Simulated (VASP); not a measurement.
Method: PBEsol GGA, VASP's PBE PAW potentials (set 64) (plane waves; VASP).

VASP ran on this input.

**POSCAR**
```
Pd
1
    0.0000000000     1.9369161632     1.9369161632
    1.9369161632    -0.0000000000     1.9369161632
    1.9369161632     1.9369161632    -0.0000000000
Pd
1
Direct
  0.0000000000   0.0000000000   0.0000000000
```

File KPOINTS:
```
Automatic mesh
0
Gamma
16 16 16
0 0 0
```

**INCAR**
```
LASPH  =  .TRUE.   ! aspherical one-centre terms
EDIFF  =  1E-6
EDIFFG  =  -0.02
PREC  =  Accurate
NELM  =  100
SIGMA  =  0.1   ! width (eV)
LREAL  =  .FALSE.   ! projection in real space or not
ENCUT  =  500   ! plane-wave cut-off (eV)
LCHARG  =  .FALSE.
LMAXMIX  =  4
ALGO  =  Normal   ! blocked Davidson
GGA  =  PS
NSW  =  40   ! most ionic steps
LWAVE  =  .FALSE.
SYSTEM  =  Pd
ISMEAR  =  1   ! Methfessel-Paxton
ISIF  =  3   ! ions, shape and volume
IBRION  =  2   ! conjugate gradients
```

POTCAR, in this order: Pd (PBE.64 set). Program: vasp_std.

Problem. What will the output report for the number of irreducible k-points (NKPTS), largest plane-wave count, number of space-group operations, FFT grid (NGX, NGY, NGZ)?

Solution. 
```json
{
 "number of irreducible k-points (NKPTS)": "145",
 "largest_plane_wave_count": "381",
 "number_of_space_group_operations": "48",
 "FFT grid (NGX, NGY, NGZ)": "20 × 20 × 20"
}
```

The compound is Pd in the fcc structure. It was relaxed first.
